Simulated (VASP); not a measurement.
# A VASP study of AlCr2C (PBEsol + U): structure first, properties next, part 6 of 8

What structure does AlCr2C take at this level, and what are its properties? The start is a computed cell from the Materials Project.

VASP 6.6.1; PBEsol, DFT+U (Cr d 3 eV), spin-polarised from a ferromagnetic start; plane waves and PAW (Al, Cr_pv, C).

Still holding for the runs below: The magnetic state follows from one typed start and may not be the lowest. A U on the itinerant d states of such a compound is hard to justify; it moves the bands at the Fermi level and favours large moments.

So far, moment of the cell, from the last line of the log (μB): 10.9 in steps 2, 3, 4 and 5. The relaxed cell has a = 2.976, c = 13.174 Å (conventional setting).

## 6. Total and projected DOS (PBEsol + U)

A density of states needs more k-points than a total energy; ISMEAR = -5 takes tetrahedra, and LORBIT projects the states on the PAW spheres. The mesh is finer than in the run before.

Input file INCAR:

```
SYSTEM = AlCr2C
PREC = Accurate
ENCUT = 520
EDIFF = 1E-06
NELM = 100
ISMEAR = -5
SIGMA = 0.05
LREAL = .FALSE.
ALGO = Normal
GGA = PS
NBANDS = 62
ISPIN = 2
MAGMOM = -0.1 -0.1 2.961 2.961 2.961 2.961 -0.354 -0.354
LDAU = .TRUE.
LDAUTYPE = 2
LDAUL = -1 2 -1
LDAUU = 0 3 0
LDAUJ = 0 0 0
LDAUPRINT = 1
LASPH = .TRUE.
LMAXMIX = 4
LORBIT = 11
LWAVE = .FALSE.
LCHARG = .FALSE.
KPAR = 4
NEDOS = 2001
```

Input file POSCAR:

```
AlCr2C
1.0
    2.9755630427      0.0000000000      0.0000000000
   -1.4877815214      2.5769131855      0.0000000000
    0.0000000000      0.0000000000     13.1743114470
Al Cr C
2 4 2
Direct
    0.6666666700      0.3333333300      0.2500000000
    0.3333333300      0.6666666700      0.7500000000
    0.3333333300      0.6666666700      0.4141913893
    0.6666666700      0.3333333300      0.9141913893
    0.6666666700      0.3333333300      0.5858086107
    0.3333333300      0.6666666700      0.0858086107
    0.0000000000      0.0000000000      0.5000000000
    0.0000000000      0.0000000000      0.0000000000
```

Input file KPOINTS:

```
Automatic mesh
0
Gamma
13 13 3
0 0 0
```

Potentials, in the order of the species: Al, Cr_pv and C (PBE family, release 64).

Started as:

```
> mpirun -np 4 vasp_std
```

Log:

```text
[... set-up lines as in an earlier step ...]
 entering main loop
       N       E                     dE             d eps       ncg     rms          rms(c)
DAV:   1     0.719107280125E+03    0.71911E+03   -0.30562E+04 10424   0.108E+03
DAV:   2    -0.177528351146E+02   -0.73686E+03   -0.68758E+03 10428   0.357E+02
DAV:   3    -0.683253026081E+02   -0.50572E+02   -0.48330E+02 11568   0.103E+02
DAV:   4    -0.696502179028E+02   -0.13249E+01   -0.13127E+01 12170   0.157E+01
DAV:   5    -0.696832217092E+02   -0.33004E-01   -0.32762E-01 15168   0.229E+00    0.403E+01
DAV:   6    -0.630628975700E+02    0.66203E+01   -0.62495E+01 12964   0.606E+01    0.354E+01
DAV:   7    -0.565652971271E+02    0.64976E+01   -0.27509E+01 12498   0.373E+01    0.943E+00
DAV:   8    -0.569723380861E+02   -0.40704E+00   -0.19652E+00 12042   0.497E+00    0.489E+00
DAV:   9    -0.571389607027E+02   -0.16662E+00   -0.42604E-01 12984   0.331E+00    0.297E+00
DAV:  10    -0.571226244979E+02    0.16336E-01   -0.20773E-01 12486   0.293E+00    0.177E+00
DAV:  11    -0.571722920676E+02   -0.49668E-01   -0.62259E-02 11940   0.138E+00    0.761E-01
DAV:  12    -0.571782561722E+02   -0.59641E-02   -0.55145E-03 12226   0.359E-01    0.431E-01
DAV:  13    -0.571810656454E+02   -0.28095E-02   -0.13596E-03 13346   0.144E-01    0.303E-01
DAV:  14    -0.571827844059E+02   -0.17188E-02   -0.24495E-04 11988   0.745E-02    0.131E-01
DAV:  15    -0.571830413458E+02   -0.25694E-03   -0.29934E-04 12634   0.580E-02    0.459E-02
DAV:  16    -0.571830281583E+02    0.13188E-04   -0.75624E-05 12036   0.442E-02    0.234E-02
DAV:  17    -0.571830331124E+02   -0.49541E-05   -0.48530E-06 11474   0.119E-02    0.137E-02
DAV:  18    -0.571830192694E+02    0.13843E-04   -0.13728E-06  7866   0.766E-03    0.517E-03
DAV:  19    -0.571830179016E+02    0.13678E-05   -0.42783E-07  6156   0.354E-03    0.262E-03
DAV:  20    -0.571830206153E+02   -0.27137E-05   -0.93279E-08  5850   0.170E-03    0.101E-03
DAV:  21    -0.571830206952E+02   -0.79804E-07   -0.15694E-08  5694   0.820E-04
   1 F= -.57183021E+02 E0= -.57183021E+02  d E =0.000000E+00  mag=    10.9905
 -----------------------------------------------------------------------------
|                                                                             |
|           W    W    AA    RRRRR   N    N  II  N    N   GGGG   !!!           |
|           W    W   A  A   R    R  NN   N  II  NN   N  G    G  !!!           |
|           W    W  A    A  R    R  N N  N  II  N N  N  G       !!!           |
|           W WW W  AAAAAA  RRRRR   N  N N  II  N  N N  G  GGG   !            |
|           WW  WW  A    A  R   R   N   NN  II  N   NN  G    G                |
|           W    W  A    A  R    R  N    N  II  N    N   GGGG   !!!           |
|                                                                             |
|     Tetrahedron method does not include variations of the Fermi             |
|     occupations, so forces and stress will be inaccurate. We suggest        |
|     using a different smearing scheme ISMEAR = 1 or 2 for metals in         |
|     relaxations.                                                            |
|                                                                             |
 -----------------------------------------------------------------------------
```

Run time: 79 s. Hardware: 4 MPI ranks of Intel Xeon 6975P-C (Granite Rapids), shared host; peak memory 2.1 GiB; 5.2 min of CPU time.

Parts of OUTCAR (step 6):

```text
   k-points           NKPTS =     42   k-points in BZ     NKDIM =     42   number of bands    NBANDS=     62

   NELECT =      62.0000    total number of electrons

atom =   3  type =  2  l = 2

 onsite density matrix

spin component  1

  0.7437 -0.0000  0.0000 -0.0698 -0.0000
 -0.0000  0.7149  0.0000 -0.0000 -0.0698
  0.0000  0.0000  0.7026 -0.0000 -0.0000
 -0.0698 -0.0000 -0.0000  0.7149  0.0000
 -0.0000 -0.0698 -0.0000  0.0000  0.7437

spin component  2

  0.1198  0.0000  0.0000  0.0775  0.0000
  0.0000  0.1634 -0.0000 -0.0000  0.0775
  0.0000 -0.0000  0.0744  0.0000 -0.0000
  0.0775 -0.0000  0.0000  0.1634 -0.0000
  0.0000  0.0775 -0.0000 -0.0000  0.1198

 occupancies and eigenvectors

  o =  0.0611  v =  0.0000  0.0000  0.0000  0.0000  0.0000  0.3438 -0.5447  0.0000 -0.2604  0.7192      0.0000  0.0000  0.0000  0.0000  0.0000  0.0000  0.0000  0.0000  0.0000  0.0000
  o =  0.0611  v =  0.0000  0.0000  0.0000  0.0000  0.0000 -0.7192 -0.2604  0.0000  0.5447  0.3438      0.0000  0.0000  0.0000  0.0000  0.0000  0.0000  0.0000  0.0000  0.0000  0.0000
  o =  0.0744  v =  0.0000  0.0000  0.0000  0.0000  0.0000  0.0000  0.0000  1.0000 -0.0000 -0.0000      0.0000  0.0000  0.0000  0.0000  0.0000  0.0000  0.0000  0.0000  0.0000  0.0000
  o =  0.2220  v =  0.0000  0.0000  0.0000  0.0000  0.0000  0.2605  0.7192 -0.0000  0.3439  0.5447      0.0000  0.0000  0.0000  0.0000  0.0000  0.0000  0.0000  0.0000  0.0000  0.0000
  o =  0.2220  v =  0.0000  0.0000  0.0000  0.0000  0.0000 -0.5447  0.3439 -0.0000 -0.7192  0.2605      0.0000  0.0000  0.0000  0.0000  0.0000  0.0000  0.0000  0.0000  0.0000  0.0000
  o =  0.6581  v = -0.2725 -0.6994 -0.0000 -0.3345 -0.5698  0.0000  0.0000  0.0000  0.0000  0.0000      0.0000  0.0000  0.0000  0.0000  0.0000  0.0000  0.0000  0.0000  0.0000  0.0000
  o =  0.6581  v = -0.5698  0.3345  0.0000 -0.6994  0.2725  0.0000  0.0000  0.0000  0.0000  0.0000      0.0000  0.0000  0.0000  0.0000  0.0000  0.0000  0.0000  0.0000  0.0000  0.0000
  o =  0.7026  v = -0.0000  0.0000 -1.0000 -0.0000  0.0000  0.0000  0.0000  0.0000  0.0000  0.0000      0.0000  0.0000  0.0000  0.0000  0.0000  0.0000  0.0000  0.0000  0.0000  0.0000
  o =  0.8006  v =  0.3345 -0.5698 -0.0000 -0.2725  0.6994  0.0000  0.0000  0.0000  0.0000  0.0000      0.0000  0.0000  0.0000  0.0000  0.0000  0.0000  0.0000  0.0000  0.0000  0.0000
  o =  0.8006  v = -0.6994 -0.2725 -0.0000  0.5698  0.3345  0.0000  0.0000  0.0000  0.0000  0.0000      0.0000  0.0000  0.0000  0.0000  0.0000  0.0000  0.0000  0.0000  0.0000  0.0000

atom =   4  type =  2  l = 2

 onsite density matrix

spin component  1

  0.7437  0.0000  0.0000  0.0698 -0.0000
  0.0000  0.7149 -0.0000 -0.0000  0.0698
  0.0000 -0.0000  0.7026  0.0000 -0.0000
  0.0698 -0.0000  0.0000  0.7149 -0.0000
 -0.0000  0.0698 -0.0000 -0.0000  0.7437

spin component  2

  0.1198 -0.0000  0.0000 -0.0775  0.0000
 -0.0000  0.1634  0.0000 -0.0000 -0.0775
  0.0000  0.0000  0.0744 -0.0000 -0.0000
 -0.0775 -0.0000 -0.0000  0.1634  0.0000
  0.0000 -0.0775 -0.0000  0.0000  0.1198

 occupancies and eigenvectors

  o =  0.0611  v =  0.0000  0.0000  0.0000  0.0000  0.0000  0.3439  0.5447  0.0000  0.2605  0.7192      0.0000  0.0000  0.0000  0.0000  0.0000  0.0000  0.0000  0.0000  0.0000  0.0000
  o =  0.0611  v =  0.0000  0.0000  0.0000  0.0000  0.0000 -0.7192  0.2605  0.0000 -0.5447  0.3439      0.0000  0.0000  0.0000  0.0000  0.0000  0.0000  0.0000  0.0000  0.0000  0.0000
  o =  0.0744  v =  0.0000  0.0000  0.0000  0.0000  0.0000  0.0000 -0.0000  1.0000  0.0000 -0.0000      0.0000  0.0000  0.0000  0.0000  0.0000  0.0000  0.0000  0.0000  0.0000  0.0000
  o =  0.2220  v =  0.0000  0.0000  0.0000  0.0000  0.0000  0.2605 -0.7192 -0.0000 -0.3439  0.5447      0.0000  0.0000  0.0000  0.0000  0.0000  0.0000  0.0000  0.0000  0.0000  0.0000
  o =  0.2220  v =  0.0000  0.0000  0.0000  0.0000  0.0000 -0.5447 -0.3439 -0.0000  0.7192  0.2605      0.0000  0.0000  0.0000  0.0000  0.0000  0.0000  0.0000  0.0000  0.0000  0.0000
[...]
o =  0.0611  v =  0.0000  0.0000  0.0000  0.0000  0.0000 -0.7192  0.2604  0.0000 -0.5447  0.3438      0.0000  0.0000  0.0000  0.0000  0.0000  0.0000  0.0000  0.0000  0.0000  0.0000
  o =  0.0744  v =  0.0000  0.0000  0.0000  0.0000  0.0000  0.0000 -0.0000  1.0000  0.0000 -0.0000      0.0000  0.0000  0.0000  0.0000  0.0000  0.0000  0.0000  0.0000  0.0000  0.0000
  o =  0.2220  v =  0.0000  0.0000  0.0000  0.0000  0.0000  0.2605 -0.7192 -0.0000 -0.3439  0.5447      0.0000  0.0000  0.0000  0.0000  0.0000  0.0000  0.0000  0.0000  0.0000  0.0000
  o =  0.2220  v =  0.0000  0.0000  0.0000  0.0000  0.0000 -0.5447 -0.3439 -0.0000  0.7192  0.2605      0.0000  0.0000  0.0000  0.0000  0.0000  0.0000  0.0000  0.0000  0.0000  0.0000
  o =  0.6581  v = -0.2725  0.6994 -0.0000  0.3345 -0.5698  0.0000  0.0000  0.0000  0.0000  0.0000      0.0000  0.0000  0.0000  0.0000  0.0000  0.0000  0.0000  0.0000  0.0000  0.0000
  o =  0.6581  v = -0.5698 -0.3345  0.0000  0.6994  0.2725  0.0000  0.0000  0.0000  0.0000  0.0000      0.0000  0.0000  0.0000  0.0000  0.0000  0.0000  0.0000  0.0000  0.0000  0.0000
  o =  0.7026  v = -0.0000 -0.0000 -1.0000  0.0000  0.0000  0.0000  0.0000  0.0000  0.0000  0.0000      0.0000  0.0000  0.0000  0.0000  0.0000  0.0000  0.0000  0.0000  0.0000  0.0000
  o =  0.8006  v =  0.3345  0.5698 -0.0000  0.2725  0.6994  0.0000  0.0000  0.0000  0.0000  0.0000      0.0000  0.0000  0.0000  0.0000  0.0000  0.0000  0.0000  0.0000  0.0000  0.0000
  o =  0.8006  v = -0.6994  0.2725 -0.0000 -0.5698  0.3345  0.0000  0.0000  0.0000  0.0000  0.0000      0.0000  0.0000  0.0000  0.0000  0.0000  0.0000  0.0000  0.0000  0.0000  0.0000

 E-fermi :   8.2475

 spin component 1
 k-point     1 :       0.0000    0.0000    0.0000
  band No.  band energies     occupation
    ...
     34       7.1294      1.00000
     35       7.2111      1.00000
     36       7.2111      1.00000
     37       7.2422      1.00000
     38       7.2422      1.00000
     39       9.8244      0.00000
     40      10.9567      0.00000
     41      12.7012      0.00000
     42      13.0146      0.00000
     43      13.0146      0.00000
    ...

 k-point     2 :       0.0769   -0.0000    0.0000
  band No.  band energies     occupation
    ...
     34       7.0391      1.00000
     35       7.3156      1.00000
     36       7.3255      1.00000
     37       7.3443      1.00000
     38       7.4383      1.00000
     39       9.8573      0.00000
     40      11.0805      0.00000
     41      12.7576      0.00000
     42      12.8343      0.00000
     43      12.8712      0.00000
    ...

  Total        0.0687330      0.0687330      0.2953736     -0.0000000      0.0000000      0.0000000
  in kB        1.0901320      1.0901320      4.6847392     -0.0000000      0.0000000      0.0000000
  external PRESSURE =       2.2883344 kB  Pullay stress =       0.0000000 kB

 POSITION                                       TOTAL-FORCE (eV/Angst)
 -----------------------------------------------------------------------------------
      1.48778      0.85897      3.29358        -0.000000      0.000000      0.000000
     -0.00000      1.71794      9.88073        -0.000000      0.000000      0.000000
     -0.00000      1.71794      5.45669        -0.000000      0.000000     -0.026186
      1.48778      0.85897     12.04384         0.000000     -0.000000     -0.026186
      1.48778      0.85897      7.71763         0.000000     -0.000000      0.026186
     -0.00000      1.71794      1.13047        -0.000000      0.000000      0.026186
      0.00000      0.00000      6.58716        -0.000000      0.000000      0.000000
      0.00000      0.00000      0.00000        -0.000000      0.000000      0.000000
 -----------------------------------------------------------------------------------
    total drift:                               -0.000009      0.000005     -0.000000

  FREE ENERGIE OF THE ION-ELECTRON SYSTEM (eV)
  ---------------------------------------------------
  free  energy   TOTEN  =       -57.1830206952 eV

  energy  without entropy=      -57.1830206952  energy(sigma->0) =      -57.18302070

 magnetization (x)
# of ion       s       p       d       tot
------------------------------------------
    1       -0.037  -0.063   0.000  -0.100
    2       -0.037  -0.063   0.000  -0.100
    3       -0.001   0.000   2.970   2.969
    4       -0.001   0.000   2.970   2.969
    5       -0.001   0.000   2.970   2.969
    6       -0.001   0.000   2.970   2.969
    7       -0.046  -0.307   0.000  -0.353
    8       -0.046  -0.307   0.000  -0.353
--------------------------------------------------
tot         -0.169  -0.739  11.879  10.970

[... 7 parts as in an earlier step ...]

[... 14 further parts left out ...]
```

With tetrahedra the forces and stress of a metal are not exact derivatives of the energy.

Numbers from this step:

| Property | Result |
| --- | --- |
| SCF cycles | 21 |
| irreducible k-points | 42 |
| free energy (TOTEN) | -57.1830 eV |
| Fermi energy | 8.248 eV |
| pressure | 0.2288 GPa |
| moment of the cell, from the last line of the log | 10.99 μB |
| DOS at the Fermi level | 3.315 states/eV/cell |

The density of states has structure finer than the step of the table below, so its rows give means over 1 eV, whole bins alone (the curve runs from -12.0 to 3.05 eV). Peaks (eV: height): total up -2.8: 6.89, -2.4: 6.54, -1.2: 6.83, -0.9: 9.46; total down -3.1: 3.83, -1.0: 3.16, -0.7: 3.03, 2.6: 5.66; Cr d up -2.8: 4.18, -2.3: 4.14, -1.2: 6.06, -0.9: 8.43; Cr d down -2.1: 0.937, -0.7: 0.965, 2.6: 4.15; C p up -4.2: 0.807, -3.9: 0.669, -3.7: 0.696, 2.8: 0.411.

States under -12.0 eV and over 3.0 eV are left out. The density of states by energy, zero at the Fermi level; means over each step; 7 of 14 lines; values in states/eV/cell:

```
energy (eV)  total up  total down  Cr d up  Cr d down   C p up  C p down  Cr p up
        -11     0.859       0.899   0.0871     0.0677  0.00308   0.00320   0.0573
        -10     0.734       0.637    0.131     0.0770   7.0e-4    5.9e-4   0.0513
         -9    0.0354      0.0311   1.5e-4          0   5.5e-4    4.1e-4   9.3e-4
         -8     0.344       0.327  0.00943    0.00339  0.00370   0.00273   0.0123
         -7     0.528       0.377   0.0605     0.0109   0.0171   0.00416   0.0133
         -6      1.52       0.575    0.407     0.0409    0.195    0.0433   0.0592
         -5      2.08        1.33    0.758      0.155    0.268     0.256    0.106
         -4      3.71        1.72     1.92      0.254    0.505     0.331    0.167
         -3      3.78        2.57     2.35      0.606   0.0641     0.663    0.117
         -2      3.41        1.90     2.54      0.529   0.0377     0.423   0.0708
         -1      5.76        2.15     5.07      0.585   0.0752    0.0902   0.0544
          0      2.34        1.49     1.76      0.740   0.0786    0.0133   0.0668
          1      1.21        1.54    0.640      0.955    0.100    0.0193   0.0580
          2      2.14        2.25     1.04       1.63    0.208    0.0272   0.0994
```

The finer mesh and the other smearing move the Fermi level by +0.02 eV from the 9×9×2 run, a small shift, which tests the Fermi level alone. Of the states within 0.3 eV of the Fermi level, the largest shares in the PAW spheres are Cr d 62 %. The rest lies in smaller channels or between the spheres.

(Continued in part 7 of 8.)

[Lines on the potential files, build, host, timing and source positions are cut from VASP's logs without a mark.]

[Logs are printed without paths, hosts, clocks, repeated set-up lines and the standing remarks that a program may print on its own settings, such as how far it seeks lower states.]

[Hosts, paths, dates, database ids (printed as entryN), source tags and the programs' standing remarks are cut or masked in the printed files.]

[A measured line is paired with the nearest computed mode of its activity, which favours agreement.]
